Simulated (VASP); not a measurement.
Output of a VASP run:

File OSZICAR:
```
       N       E                     dE             d eps       ncg     rms          rms(c)
DAV:   1     0.440844582772E+02    0.44084E+02   -0.67760E+03  2090   0.117E+03
DAV:   2    -0.155457406521E+02   -0.59630E+02   -0.55764E+02  2887   0.235E+02
DAV:   3    -0.184321621762E+02   -0.28864E+01   -0.28194E+01  2755   0.420E+01
DAV:   4    -0.184742735796E+02   -0.42111E-01   -0.42040E-01  2639   0.460E+00
DAV:   5    -0.184749929977E+02   -0.71942E-03   -0.71929E-03  2813   0.500E-01    0.256E+01
DAV:   6    -0.163641718281E+02    0.21108E+01   -0.19451E+01  2432   0.263E+01    0.237E+01
DAV:   7    -0.161513369863E+02    0.21283E+00   -0.15269E+00  2434   0.803E+00    0.164E+01
DAV:   8    -0.161536790250E+02   -0.23420E-02   -0.13692E-01  2297   0.386E+00    0.600E+00
DAV:   9    -0.161481311932E+02    0.55478E-02   -0.17913E-02  2545   0.112E+00    0.573E-01
DAV:  10    -0.161484135916E+02   -0.28240E-03   -0.60226E-04  2947   0.230E-01    0.437E-01
DAV:  11    -0.161483973914E+02    0.16200E-04   -0.15630E-04  2622   0.942E-02    0.165E-02
DAV:  12    -0.161483984479E+02   -0.10565E-05   -0.86865E-06  2704   0.255E-02    0.147E-02
DAV:  13    -0.161483981743E+02    0.27357E-06   -0.24675E-06  2253   0.103E-02
   1 F= -.16148398E+02 E0= -.16148343E+02  d E =-.109593E-03
```

File OUTCAR:
```
------------------------ aborting loop because EDIFF is reached ----------------------------------------
  FORCE on cell =-STRESS in cart. coord.  units (eV):
  Direction    XX          YY          ZZ          XY          YZ          ZX
  --------------------------------------------------------------------------------------
  Total       -0.9252943     -0.1973634     -1.0544733      0.0000000      0.0000000      0.0000000
  in kB      -46.7448042     -9.9705741    -53.2707795      0.0000000      0.0000000      0.0000000
  external PRESSURE =     -36.6620526 kB  Pullay stress =       0.0000000 kB
  volume of cell :       31.71
      direct lattice vectors                 reciprocal lattice vectors
     0.000000000  2.478434000  2.529983000    -0.197714187  0.201740292  0.197629786
     2.528903000  0.000000000  2.529983000     0.197714187 -0.201740292  0.197629786
     2.528903000  2.478434000  0.000000000     0.197714187  0.201740292 -0.197629786
 POSITION                                       TOTAL-FORCE (eV/Angst)
 -----------------------------------------------------------------------------------
      0.00000      0.00000      0.00000        -0.025765      0.000000      0.000000
      2.58687      2.47843      2.52998         0.025765      0.000000      0.000000
 -----------------------------------------------------------------------------------
    total drift:                                0.000033     -0.000000     -0.000000
  FREE ENERGIE OF THE ION-ELECTRON SYSTEM (eV)
  ---------------------------------------------------
  free  energy   TOTEN  =       -16.1483981743 eV

  energy  without entropy=      -16.1482885809  energy(sigma->0) =      -16.14834338
```
(Selected blocks of OUTCAR.)

### POSCAR
```
GdN
1
    0.0000000000     2.4784340000     2.5299830000
    2.5289030000     0.0000000000     2.5299830000
    2.5289030000     2.4784340000     0.0000000000
Gd N
1 1
Direct
  0.0000000000   0.0000000000   0.0000000000
  0.4885390000   0.5114610000   0.5114610000
```

Problem. Reconstruct the remaining input files.

Solution. Several could match; the one computed here: the input of the run itself, PBE GGA, plane waves, VASP's PBE PAW potentials (set 64).

### INCAR
```
GGA = PE   ! PBE
PREC = Accurate
SYSTEM = GdN
EDIFF = 1E-6   ! SCF stop (eV)
ISIF = 2   ! forces and stress, cell fixed
LMAXMIX = 6
ENCUT = 520   ! plane-wave cut-off (eV)
LASPH = .True.   ! aspherical one-centre terms
NELM = 100
SIGMA = 0.05   ! width (eV)
LWAVE = .False.
LCHARG = .False.
ISMEAR = 0   ! Gaussian
ALGO = Normal   ! blocked Davidson
LREAL = .False.
ADDGRID = .True.
```

File KPOINTS:
```
K-points
0
gamma
  8 8 8
0 0 0
```

POTCAR, in this order: Gd_3 N (PBE.64 set). Program: vasp_std.

The 4f electrons are frozen in the core of the lanthanide potential, so 4f levels, which can set the real gap, and their magnetism are missing.

The compound is GdN in the rock salt structure. The cell was not relaxed at this level, atoms are displaced from their ideal sites. The run is one of a series of settings (ADDGRID = .TRUE. against the base run), some of them coarse on purpose.
